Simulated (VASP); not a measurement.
Method: PBEsol GGA, VASP's PBE PAW potentials (set 64) (plane waves; VASP 6.6.1).

Input for VASP

KPOINTS:
```
Regular mesh
0
gamma
14 14 14
0 0 0
```

**INCAR**
```
SYSTEM = Cs
PREC = Accurate; ENCUT = 500; LREAL = .False.
LASPH = .True.
EDIFF = 1E-6; NELM = 100; ALGO = Normal
LMAXMIX = 4
ISMEAR = 1; SIGMA = 0.1
GGA = PS
IBRION = 2; NSW = 40; ISIF = 3
EDIFFG = -0.02; PSTRESS = 450
LWAVE = .False.; LCHARG = .False.
```

**POSCAR**
```
Cs
1.0
 -1.8474759539   1.8474759539   1.8474759539
  1.8474759539  -1.8474759539   1.8474759539
  1.8474759539   1.8474759539  -1.8474759539
Cs
1
direct
  0.0000000000   0.0000000000   0.0000000000
```

POTCAR, in this order: Cs_sv (PBE.64 set). Program: vasp_std.

Q: What will the output report for the number of irreducible k-points (NKPTS), largest plane-wave count, number of space-group operations, FFT grid (NGX, NGY, NGZ)?

A: 
```json
{
 "number of irreducible k-points (NKPTS)": "104",
 "largest_plane_wave_count": "682",
 "number_of_space_group_operations": "48",
 "FFT grid (NGX, NGY, NGZ)": "24 × 24 × 24"
}
```

The compound is Cs in the bcc structure. This run relaxes it under an external pressure of 45 GPa. Symmetry was kept, so distortions that lower it aren't found.
